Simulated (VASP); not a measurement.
Shape and ions are relaxed at each volume.

Data:

```
CELL_PARAMETERS angstrom
      1.61523    -2.79765     0.00000
      1.61523     2.79765     0.00000
      0.00000     0.00000     5.15841
ATOMIC_POSITIONS crystal
  Zr 0.33333 0.66667 0.25000
  Zr 0.66667 0.33333 0.75000
```

All values below come from r2SCAN+rVV10, VASP's PBE PAW potentials (set 64) (plane waves; VASP). Settings: 520 eV cut-off, 13×13×7 Γ-centred mesh, first-order Methfessel-Paxton smearing of 0.10 eV, potentials Zr_sv.

Give the energy at these volumes per atom, relative to the lowest: 21.93, 22.63, 23.33, 24.03, 24.73 Å³.

26.6, 6.1, 0.0, 6.4, 23.9 meV/atom. A third-order Birch-Murnaghan fit gives B0 = 96.2 GPa and B0′ = 3.4.

The compound is Zr in the hcp structure. It was relaxed first.
